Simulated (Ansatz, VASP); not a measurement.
# Ga2O3 (amorphous Ga2O3) in two plane-wave programs, part 2 of 3

One calculation is typed for both programs; each brings its own data sets. How far apart do they land? Of the first pair: The cell is taken from a series of runs on this material, whose earlier steps may have relaxed, scaled, displaced or heated it; both programs get it as it stands.

VASP 6.6.1 and Ansatz 0.2.0.

So far. Step 2 (VASP: single point, RPBE, pair 1): The run ends at a pressure of 10.17 GPa, with forces up to 1.3 eV/Å.

**5. VASP: single point, RPBE, pair 2**

Level of this step: RPBE; plane waves and PAW (Ga_d, O) (VASP).

A single point gives forces, pressure and levels at one fixed geometry, so differences don't come from the geometry; what else differs is listed under the comparison.

Input file INCAR:

```
SYSTEM = Ga2O3
PREC = Accurate
ENCUT = 600
EDIFF = 1E-06
NELM = 120
ISMEAR = 0
SIGMA = 0.01
LREAL = Auto
ALGO = Normal
GGA = RP
NBANDS = 512
LORBIT = 11
LWAVE = .FALSE.
LCHARG = .FALSE.
ISIF = 2
LASPH = .TRUE.
GGA_COMPAT = .FALSE.
EFERMI = MIDGAP
NCORE = 2
```

Input file POSCAR:

```
Ga2O3
1.0
   10.0557800000      0.0000000000      0.0000000000
    0.0000000000     10.0557800000      0.0000000000
    0.0000000000      0.0000000000     10.0557800000
Ga O
40 60
Direct
    0.5582500000      0.0728100000      0.0281900000
    0.7940800000      0.8773200000      0.6289100000
    0.9318900000      0.3443000000      0.6748400000
    0.5398800000      0.4583200000      0.0633200000
    0.7193100000      0.5072800000      0.7793600000
    0.9850200000      0.1149000000      0.9080700000
    0.4512100000      0.3161400000      0.8070400000
    0.2939000000      0.7272900000      0.4125800000
    0.9927900000      0.5209700000      0.0103500000
    0.1781300000      0.8154500000      0.1343100000
    0.5167700000      0.9427500000      0.5940400000
    0.7038900000      0.1217800000      0.7627600000
    0.7698900000      0.3123400000      0.9731300000
    0.7764000000      0.3875400000      0.2825100000
    0.8305300000      0.1209600000      0.4030000000
    0.0309600000      0.0752100000      0.6380600000
    0.0246900000      0.5481600000      0.3210100000
    0.5754000000      0.6802000000      0.4111700000
    0.3422900000      0.1467100000      0.5846100000
    0.2857900000      0.0456800000      0.8979800000
    0.9780900000      0.8093100000      0.8832100000
    0.2531800000      0.6072500000      0.9145100000
    0.0956200000      0.2415700000      0.1449900000
    0.7565700000      0.6673000000      0.1774400000
    0.0096100000      0.8286100000      0.4032200000
    0.3007600000      0.4525100000      0.5140400000
    0.8832600000      0.9195900000      0.1530000000
    0.2270500000      0.8483800000      0.6892500000
    0.4515300000      0.6371500000      0.6916300000
    0.0744800000      0.5874900000      0.6492100000
[... 64 atom lines left out ...]
    0.8993000000      0.5297200000      0.1787200000
    0.6639300000      0.4829100000      0.5882400000
    0.7767900000      0.3013000000      0.7670600000
    0.4272900000      0.4574000000      0.6571300000
    0.5492400000      0.8904700000      0.0002100000
    0.4129200000      0.3861700000      0.1749300000
```

Input file KPOINTS:

```
Automatic mesh
0
Gamma
1 1 1
0 0 0
```

PAW data sets: Ga_d and O (PBE family, release 64).

The run is started by

```bash
$ mpirun -np 8 vasp_gam
```

Numbers of over 12 decimals in the logs are rounded to 6 here.

The program printed:

```text
[banner, memory and clock lines left out]
running    8 mpi-ranks, on    1 nodes
[...]
[... a notice as in an earlier step ...]

 LDA part: xc-table for (Slater+PW92), standard interpolation
 POSCAR, INCAR and KPOINTS ok, starting setup
[...]
entering main loop
       N       E                     dE             d eps       ncg     rms          rms(c)
DAV:   1     0.285959279451E+05    0.28596E+05   -0.32159E+05  1024   0.404E+03
DAV:   2     0.690168732309E+04   -0.21694E+05   -0.20581E+05  1024   0.119E+03
DAV:   3     0.508798666853E+03   -0.63929E+04   -0.60103E+04  1264   0.427E+02
DAV:   4    -0.514859427211E+03   -0.10237E+04   -0.99157E+03  1144   0.172E+02
[...]
DAV:  18    -0.537316798149E+03   -0.15409E-04   -0.26869E-04  1264   0.499E-02    0.133E-02
DAV:  19    -0.537316800617E+03   -0.24683E-05   -0.42311E-05  1272   0.252E-02    0.957E-03
DAV:  20    -0.537316799759E+03    0.85840E-06   -0.44166E-06   960   0.319E-02
   1 F= -.53731680E+03 E0= -.53731680E+03  d E =0.000000E+00
```

Parts of OUTCAR (step 5):

```text
  Total      109.6769271     90.7373344     85.6669374     -4.3766651      2.3347088    -12.1229098
  in kB      172.8138582    142.9714458    134.9822098     -6.8961486      3.6787140    -19.1016185
  external PRESSURE =     150.2558379 kB  Pullay stress =       0.0000000 kB

 POSITION                                       TOTAL-FORCE (eV/Angst)
 -----------------------------------------------------------------------------------
      5.61364      0.73216      0.28347         0.007960      0.024262     -0.000510
      7.98509      8.82214      6.32418         0.017423     -0.042167     -0.024416
      9.37088      3.46221      6.78604        -0.031706     -0.016602      0.004327
      5.42891      4.60877      0.63673        -0.028904      0.024739      0.003989
      7.23322      5.10110      7.83707        -0.027597      0.044332      0.015291
      9.90514      1.15541      9.13135        -0.044855     -0.049810      0.021088
      4.53727      3.17903      8.11542         0.048310      0.009615      0.022534
      2.95539      7.31347      4.14881         0.009041      0.011682      0.008662
[...]
0.80225      9.39813      2.57529        -0.004736      0.029914     -0.009441
      1.71572      1.78621      9.85466         0.028728      0.006681      0.032975
      9.94044      9.62036      0.03298         0.006415      0.021809     -0.009572
      9.82580      2.17014      2.92804        -0.018873     -0.004338     -0.013010
      7.01260      5.62913      3.35883        -0.029758     -0.005047      0.000979
[...]
-----------------------------------------------------------------------------------
    total drift:                                0.006992      0.004205      0.011931

  FREE ENERGIE OF THE ION-ELECTRON SYSTEM (eV)
  ---------------------------------------------------
  free  energy   TOTEN  =      -537.3167997590 eV

  energy  without entropy=     -537.3167997590  energy(sigma->0) =     -537.31679976

[... 1 part as in an earlier step ...]

[... 2 further parts left out ...]
[key lines of the parts left out:]
E-fermi :   5.6597
```

The run ends at a pressure of 15.03 GPa, with forces up to 0.076 eV/Å.

**6. Ansatz: single point, RPBE, pair 2**

The same cell, functional and mesh now go to Ansatz, which takes its cutoff from its data sets.

The cell is taken from a series of runs on this material, whose earlier steps may have relaxed, scaled, displaced or heated it; both programs get it as it stands.

Input file input.yaml:

```yaml
crystal:
  lattice:
    - [10.05578, 0.0, 0.0]
    - [0.0, 10.05578, 0.0]
    - [0.0, 0.0, 10.05578]
  atoms:
    - { symbol: Ga, position: [0.55825, 0.07281, 0.02819] }
    - { symbol: Ga, position: [0.79408, 0.87732, 0.62891] }
    - { symbol: Ga, position: [0.93189, 0.3443, 0.67484] }
    - { symbol: Ga, position: [0.53988, 0.45832, 0.06332] }
    - { symbol: Ga, position: [0.71931, 0.50728, 0.77936] }
    - { symbol: Ga, position: [0.98502, 0.1149, 0.90807] }
    - { symbol: Ga, position: [0.45121, 0.31614, 0.80704] }
    - { symbol: Ga, position: [0.2939, 0.72729, 0.41258] }
    - { symbol: Ga, position: [0.99279, 0.52097, 0.01035] }
    - { symbol: Ga, position: [0.17813, 0.81545, 0.13431] }
    - { symbol: Ga, position: [0.51677, 0.94275, 0.59404] }
    - { symbol: Ga, position: [0.70389, 0.12178, 0.76276] }
    - { symbol: Ga, position: [0.76989, 0.31234, 0.97313] }
    - { symbol: Ga, position: [0.7764, 0.38754, 0.28251] }
    - { symbol: Ga, position: [0.83053, 0.12096, 0.403] }
    - { symbol: Ga, position: [0.03096, 0.07521, 0.63806] }
    - { symbol: Ga, position: [0.02469, 0.54816, 0.32101] }
    - { symbol: Ga, position: [0.5754, 0.6802, 0.41117] }
    - { symbol: Ga, position: [0.34229, 0.14671, 0.58461] }
    - { symbol: Ga, position: [0.28579, 0.04568, 0.89798] }
    - { symbol: Ga, position: [0.97809, 0.80931, 0.88321] }
    - { symbol: Ga, position: [0.25318, 0.60725, 0.91451] }
    - { symbol: Ga, position: [0.09562, 0.24157, 0.14499] }
    - { symbol: Ga, position: [0.75657, 0.6673, 0.17744] }
    - { symbol: Ga, position: [0.00961, 0.82861, 0.40322] }
    - { symbol: Ga, position: [0.30076, 0.45251, 0.51404] }
    - { symbol: Ga, position: [0.88326, 0.91959, 0.153] }
    - { symbol: Ga, position: [0.22705, 0.84838, 0.68925] }
    - { symbol: Ga, position: [0.45153, 0.63715, 0.69163] }
    - { symbol: Ga, position: [0.07448, 0.58749, 0.64921] }
[... 64 atom lines left out ...]
    - { symbol: O, position: [0.8993, 0.52972, 0.17872] }
    - { symbol: O, position: [0.66393, 0.48291, 0.58824] }
    - { symbol: O, position: [0.77679, 0.3013, 0.76706] }
    - { symbol: O, position: [0.42729, 0.4574, 0.65713] }
    - { symbol: O, position: [0.54924, 0.89047, 0.00021] }
    - { symbol: O, position: [0.41292, 0.38617, 0.17493] }
kpoints:
  mp_grid: { grid: [1, 1, 1] }
hamiltonian:
  xc: rpbe
scf:
  occupations: { method: fixed }
output:
  forces: true
  stress: true
  populations: intrinsic
  dos:
    method: { smearing: { sigma: 0.15 } }
    de: 0.1
    projected: { site_lists: { Ga: [Ga], O: [O] } }
  eigenvalues: true
  write_density: true
  write_potential: true
  volumetric_format: npy
```

The run is started by

```bash
$ ansatz run input.yaml --threads 4 --pin off --max-ram 8192MiB --backend cpu --events-out ev --progress --plain --runs-dir out
```

The program printed:

```text
[...]
Crystal: 100 atoms, lattice volume = 1016.828 Å³
Basis set: ecut = 420 eV, 19933 PW (Γ), exchange–correlation on 144×144×144 points (8 copies of the dense FFT grid, shifted against one another)
Bands: 540, of which v1, the nominal top of the filled ones, is band 440 counted from 1 (439 counted from 0)
Symmetry: 1 space group operations
[...]
k-points: 1
[...]
--- intrinsic populations: 100 sites ---
  site symbol       q [e]
     0     Ga     11.9317
     1     Ga     11.9550
     2     Ga     11.9468
     3     Ga     11.9180
     4     Ga     11.9457
     5     Ga     11.9583
     6     Ga     11.9753
     7     Ga     12.0012
[...]
96      O      6.7109
    97      O      6.6966
    98      O      6.6894
    99      O      6.6864
  spilling = 0.000000 (of n_electrons = 880.000000)
[key lines of the parts left out:]
SCF converged after 10 iterations
Free energy (F): -185706.814644 eV
Fermi energy:    9.144240 eV
P = ⅓ Tr σ = 14.8144 GPa (148.144 kbar)
```

**7. Comparison**

What differs besides the data sets and the points named for the pairs above, as far as they apply: the cutoff is 420 eV in Ansatz and 600 eV in VASP (PREC = Accurate, projectors in real space). Total energies have different zeros and are not compared.

The two programs side by side:

```
              quantity  Ansatz   VASP  difference
        pressure (GPa)   14.81  15.03       -0.21
gap on the k mesh (eV)   1.927  1.905      +0.022
```

Forces on 7 of the 100 atoms, those with the largest forces and the largest differences (eV/Å; atoms numbered as in POSCAR):

```csv
atom,"Ansatz x, y, z","VASP x, y, z"
Ga6,"-0.021, -0.026, -0.010","-0.045, -0.050, 0.021"
Ga13,"-0.017, -0.005, 0.004","0.015, -0.028, 0.063"
Ga14,"-0.006, 0.004, 0.010","-0.036, -0.050, -0.040"
Ga20,"0.007, -0.014, 0.005","0.038, -0.033, 0.035"
Ga22,"0.006, 0.015, 0.020","0.051, 0.055, 0.012"
Ga31,"-0.006, 0.012, -0.006","-0.009, 0.036, -0.050"
Ga34,"-0.004, 0.009, 0.001","0.045, -0.018, -0.039"
```

The forces differ by 21 meV/Å r.m.s., which is 99.0 % of the r.m.s. force of 0.022 eV/Å (both taken over all components). A gap on the mesh is an upper bound, since the band edges may lie between its points.

**8. Ansatz: relaxation, RPBE**

The two programs are compared at the cell with which this relaxation starts, whose forces are those of its first step.

The structure compared here is the start of the Ansatz relaxation; VASP solves that cell, so the two are compared at the walk's first step.

Input file input.yaml:

```yaml
crystal:
  lattice:
    - [10.05578, 0.0, 0.0]
    - [0.0, 10.05578, 0.0]
    - [0.0, 0.0, 10.05578]
  atoms:
    - { symbol: Ga, position: [0.61396, 0.10328, 0.06539] }
    - { symbol: Ga, position: [0.80453, 0.86406, 0.63278] }
    - { symbol: Ga, position: [0.92691, 0.33734, 0.64869] }
    - { symbol: Ga, position: [0.5072, 0.48962, 0.0223] }
    - { symbol: Ga, position: [0.72167, 0.55081, 0.77009] }
    - { symbol: Ga, position: [0.97923, 0.11581, 0.90678] }
    - { symbol: Ga, position: [0.45965, 0.3118, 0.80366] }
    - { symbol: Ga, position: [0.30507, 0.73795, 0.42522] }
    - { symbol: Ga, position: [0.98509, 0.51412, 0.00398] }
    - { symbol: Ga, position: [0.17098, 0.83478, 0.12774] }
    - { symbol: Ga, position: [0.52266, 0.92588, 0.6114] }
    - { symbol: Ga, position: [0.69921, 0.10757, 0.76416] }
    - { symbol: Ga, position: [0.76808, 0.32826, 0.94765] }
    - { symbol: Ga, position: [0.78815, 0.36192, 0.2676] }
    - { symbol: Ga, position: [0.81617, 0.10179, 0.41131] }
    - { symbol: Ga, position: [0.0365, 0.0633, 0.63662] }
    - { symbol: Ga, position: [0.02174, 0.55149, 0.31715] }
    - { symbol: Ga, position: [0.57662, 0.65336, 0.42326] }
    - { symbol: Ga, position: [0.35485, 0.14166, 0.58927] }
    - { symbol: Ga, position: [0.31219, 0.06097, 0.89485] }
    - { symbol: Ga, position: [0.95655, 0.81844, 0.88643] }
    - { symbol: Ga, position: [0.23222, 0.60595, 0.94175] }
    - { symbol: Ga, position: [0.10274, 0.26062, 0.13398] }
    - { symbol: Ga, position: [0.75343, 0.66384, 0.17054] }
    - { symbol: Ga, position: [0.02424, 0.81732, 0.40781] }
    - { symbol: Ga, position: [0.29064, 0.44063, 0.5083] }
    - { symbol: Ga, position: [0.89222, 0.92355, 0.16426] }
    - { symbol: Ga, position: [0.22335, 0.84943, 0.70551] }
    - { symbol: Ga, position: [0.41917, 0.62072, 0.69969] }
    - { symbol: Ga, position: [0.0659, 0.59088, 0.66037] }
[... 64 atom lines left out ...]
    - { symbol: O, position: [0.90386, 0.51227, 0.17841] }
    - { symbol: O, position: [0.65247, 0.49725, 0.5741] }
    - { symbol: O, position: [0.771, 0.28402, 0.74148] }
    - { symbol: O, position: [0.42282, 0.43897, 0.64798] }
    - { symbol: O, position: [0.57424, 0.91627, 0.02773] }
    - { symbol: O, position: [0.41842, 0.40084, 0.16316] }
kpoints:
  mp_grid: { grid: [1, 1, 1] }
hamiltonian:
  xc: rpbe
scf:
  occupations: { method: fixed }
output:
  forces: true
relax:
  f_tol: 0.05
  max_steps: 120
```

The program printed:

```text
[...]
Crystal: 100 atoms, lattice volume = 1016.828 Å³
Basis set: ecut = 420 eV, 19933 PW (Γ), exchange–correlation on 144×144×144 points (8 copies of the dense FFT grid, shifted against one another)
Bands: 540, of which v1, the nominal top of the filled ones, is band 440 counted from 1 (439 counted from 0)
Symmetry: 1 space group operations
[...]
k-points: 1
[...]
- { symbol: O, position: [0.170617, 0.177632, 0.980005] }
    - { symbol: O, position: [-0.011472, 0.956698, 0.00328391] }
    - { symbol: O, position: [0.977128, 0.215805, 0.291183] }
    - { symbol: O, position: [0.697372, 0.559788, 0.334018] }
    - { symbol: O, position: [0.936954, 0.251299, 0.027812] }
    - { symbol: O, position: [0.364757, 0.983728, 0.697126] }
[...]
- { symbol: O, position: [0.776788, 0.301304, 0.767056] }
    - { symbol: O, position: [0.427287, 0.457401, 0.657133] }
    - { symbol: O, position: [0.549243, 0.890468, 0.000207122] }
    - { symbol: O, position: [0.412918, 0.386168, 0.174929] }
```

[end of part 2 of 3]

[Lines on the potential files, build, host, timing and source positions are cut from VASP's logs without a mark.]

[Logs are printed without paths, hosts, clocks, repeated set-up lines and the standing remarks that a program may print on its own settings, such as how far it seeks lower states.]

[Hosts, paths, dates, database ids (printed as entryN), source tags and the programs' standing remarks are cut or masked in the printed files.]
